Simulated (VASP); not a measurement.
# LaC (relaxed from the zinc blende structure, space group F-43m): computed properties

Method: PBE GGA, VASP's PBE PAW potentials (set 64) (plane waves; VASP).

For LaC, the space group is F-43m (216) and the cell comes out as a = 5.773 Å, b = 5.773 Å, c = 5.773 Å, α = 90.00°, β = 90.00°, γ = 90.00°. The volume per atom is 24.05 Å³/atom. The band gap (over mesh and band path) is none (metal, semimetal or under 0.01 eV) and the density comes out as 5.21 g/cm³.

```cif
data_CLa
_chemical_formula_sum 'La1 C1'
_space_group_name_H-M_alt 'P 1'
_space_group_IT_number 1
_cell_length_a 4.08212
_cell_length_b 4.08212
_cell_length_c 4.08212
_cell_angle_alpha 60.000
_cell_angle_beta 60.000
_cell_angle_gamma 60.000
loop_
_space_group_symop_operation_xyz
  'x, y, z'
loop_
_atom_site_label
_atom_site_type_symbol
_atom_site_fract_x
_atom_site_fract_y
_atom_site_fract_z
_atom_site_occupancy
La1 La 0.00000 0.00000 0.00000 1
C1 C 0.25000 0.25000 0.25000 1
```

The structure was generated: LaC was put into the zinc blende type (F-43m), which need not be its known phase. It was relaxed first, which changed the volume by -31 %. Symmetry was kept, so distortions that lower it aren't found. The electron count is odd and the run is not spin-polarised, which forces a metal.
